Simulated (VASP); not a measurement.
Calculation: RPBE GGA, VASP's PBE PAW potentials (set 64) (plane waves; VASP).

Input for VASP

INCAR:
```
ALGO  =  Normal   ! blocked Davidson
LASPH  =  .TRUE.   ! aspherical one-centre terms
GGA  =  RP   ! RPBE
PREC  =  Accurate
ENCUT  =  520   ! plane-wave cut-off (eV)
ISMEAR  =  1
NELM  =  100
LCHARG  =  .FALSE.
SIGMA  =  0.1
LWAVE  =  .FALSE.
EDIFF  =  1E-7
LMAXMIX  =  6
SYSTEM  =  HfC
LREAL  =  .FALSE.
ISIF  =  2   ! forces and stress, cell fixed
```

### KPOINTS
```
Automatic mesh
0
Gamma
13 13 13
0 0 0
```

### POSCAR
```
HfC
3.2371650
  0.0000000000   0.7071066975   0.7071066975
  0.7071066975   0.0000000000   0.7071066975
  0.7071066975   0.7071066975   0.0000000000
Hf C
1 1
Cartesian
  0.0000000000   0.0000000000   0.0000000000
  0.7071066975   0.7071066975   0.7071066975
```

POTCAR, in this order: Hf_pv C (PBE.64 set). Program: vasp_std.

Output

**OSZICAR**
```
       N       E                     dE             d eps       ncg     rms          rms(c)
DAV:   1     0.246588732692E+02    0.24659E+02   -0.79151E+03  1856   0.122E+03
DAV:   2    -0.214549696986E+02   -0.46114E+02   -0.43844E+02  2392   0.217E+02
DAV:   3    -0.231042653619E+02   -0.16493E+01   -0.16293E+01  2355   0.312E+01
DAV:   4    -0.231171274642E+02   -0.12862E-01   -0.12857E-01  2207   0.297E+00
DAV:   5    -0.231172865870E+02   -0.15912E-03   -0.15908E-03  2397   0.268E-01    0.621E+01
DAV:   6    -0.201049728160E+02    0.30123E+01   -0.18449E+01  2039   0.228E+01    0.435E+01
DAV:   7    -0.200701705915E+02    0.34802E-01   -0.48648E-01  2136   0.580E+00    0.245E+01
DAV:   8    -0.200678640696E+02    0.23065E-02   -0.36519E-02  2063   0.205E+00    0.490E+00
DAV:   9    -0.200638884163E+02    0.39757E-02   -0.19201E-02  2091   0.839E-01    0.176E+00
DAV:  10    -0.200637463277E+02    0.14209E-03   -0.73123E-04  2155   0.242E-01    0.245E-01
DAV:  11    -0.200637457748E+02    0.55296E-06   -0.12442E-04  2149   0.855E-02    0.946E-02
DAV:  12    -0.200637425537E+02    0.32211E-05   -0.62262E-06  2106   0.227E-02    0.587E-02
DAV:  13    -0.200637417773E+02    0.77637E-06   -0.54399E-07  2224   0.710E-03    0.230E-03
DAV:  14    -0.200637417712E+02    0.60795E-08   -0.74897E-09  1008   0.977E-04
   1 F= -.20063742E+02 E0= -.20063626E+02  d E =-.347415E-03
```

### OUTCAR
```
------------------------ aborting loop because EDIFF is reached ----------------------------------------
  FORCE on cell =-STRESS in cart. coord.  units (eV):
  Direction    XX          YY          ZZ          XY          YZ          ZX
  --------------------------------------------------------------------------------------
  Total        2.3929948      2.3929948      2.3929948      0.0000000      0.0000000     -0.0000000
  in kB      159.8354035    159.8354035    159.8354035      0.0000000      0.0000000     -0.0000000
  external PRESSURE =     159.8354035 kB  Pullay stress =       0.0000000 kB
  volume of cell :       23.99
      direct lattice vectors                 reciprocal lattice vectors
     0.000000000  2.289021052  2.289021052    -0.218433989  0.218433989  0.218433989
     2.289021052  0.000000000  2.289021052     0.218433989 -0.218433989  0.218433989
     2.289021052  2.289021052  0.000000000     0.218433989  0.218433989 -0.218433989
 POSITION                                       TOTAL-FORCE (eV/Angst)
 -----------------------------------------------------------------------------------
      0.00000      0.00000      0.00000        -0.000000     -0.000000      0.000000
      2.28902      2.28902      2.28902         0.000000      0.000000      0.000000
 -----------------------------------------------------------------------------------
    total drift:                                0.000000     -0.000000     -0.000000
  FREE ENERGIE OF THE ION-ELECTRON SYSTEM (eV)
  ---------------------------------------------------
  free  energy   TOTEN  =       -20.0637417712 eV

  energy  without entropy=      -20.0633943558  energy(sigma->0) =      -20.06362597
```
(Selected blocks of OUTCAR.)

The compound is HfC in the rock salt structure. This cell is one point of a volume scan, at 0.94 of the reference volume.
